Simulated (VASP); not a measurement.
ZrSiW, 3 atoms in the cell. It takes space group I4mm (No. 107, tetragonal). Conventional cell: a = 3.579 Å, b = 3.579 Å, c = 8.781 Å, α = 90.00°, β = 90.00°, γ = 90.00°. Zr (site symmetry 4mm) is surrounded by 5 Si at 2.92 to 2.93 Å and 5 W at 2.92 Å. Around Si (site symmetry 4mm) lie 5 Zr at 2.92 to 2.93 Å and 5 W at 2.92 Å. Around W (site symmetry 4mm) lie 5 Si at 2.92 Å and 5 Zr at 2.92 Å. The cell comes from a database or a generator and needn't be the stable form of this composition.

* Program: VASP 6.6.1
* Task: relaxation of cell and atoms
* Functional: PBE
* Potentials or basis: VASP PAW PBE potentials, release 64 (Zr_sv, Si, W_sv)
* Cutoff: 600 eV
* k mesh: 8 × 8 × 8
* Occupations: gaussian, width 0.1 eV
* Spin: no spin polarisation
* Dipole correction: no
* Further INCAR settings: ALGO = Normal; EDIFF = 1e-06; IBRION = 2; EDIFFG = -0.05; NSW = 100; ISIF = 3

Potentials or basis: VASP PAW PBE potentials, release 64 (Zr_sv, Si, W_sv).

Launch:

```console
$ cat potpaw_PBE.64/Zr_sv/POTCAR potpaw_PBE.64/Si/POTCAR potpaw_PBE.64/W_sv/POTCAR > POTCAR
$ mpirun -np 1 vasp_std > vasp.out
```

Hardware: 1 thread of Intel(R) Xeon(R) Platinum 8488C (Sapphire Rapids) (shared host).

Estimate the wall time of this run.

Run time: 10 min on 1 thread of Intel(R) Xeon(R) Platinum 8488C (Sapphire Rapids), with other jobs on the host, peak memory 0.3 GiB. Counts: scf iterations 101, k points 59, ion steps 11.
